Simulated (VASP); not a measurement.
WSeS, 3 atoms in the cell. The cell holds a sheet with vacuum, 3 atoms: a = 3.240 Å, b = 3.240 Å, c = 17.200 Å, α = 90.00°, β = 90.00°, γ = 120.00°. The cell was built by a generator and needn't be a form met in nature.

- Program: VASP 6.6.1
- Task: single point
- Functional: PBEsol
- Dispersion: D4
- Potentials or basis: VASP PAW PBE potentials, release 64 (S, W_sv, Se)
- Cutoff: 520 eV
- k mesh: 12 × 12 × 1
- Occupations: gaussian, width 0.03 eV
- Spin: no spin polarisation
- Dipole correction: yes
- Further INCAR settings: ALGO = Normal; EDIFF = 1e-06; NBANDS = 20

Potentials or basis: VASP PAW PBE potentials, release 64 (S, W_sv, Se).

The run is started by

```console
$ cat potpaw_PBE.64/S/POTCAR potpaw_PBE.64/W_sv/POTCAR potpaw_PBE.64/Se/POTCAR > POTCAR
$ mpirun -np 1 vasp_std > vasp.out
```

Hardware: 1 thread of Intel(R) Xeon(R) 6975P-C (Granite Rapids), on a shared host.

How long does it take, and how much memory?

It took 38 s on 1 thread of Intel(R) Xeon(R) 6975P-C (Granite Rapids), on a shared host, peak memory 0.28 GiB. Counts: scf iterations 23, k points 19.
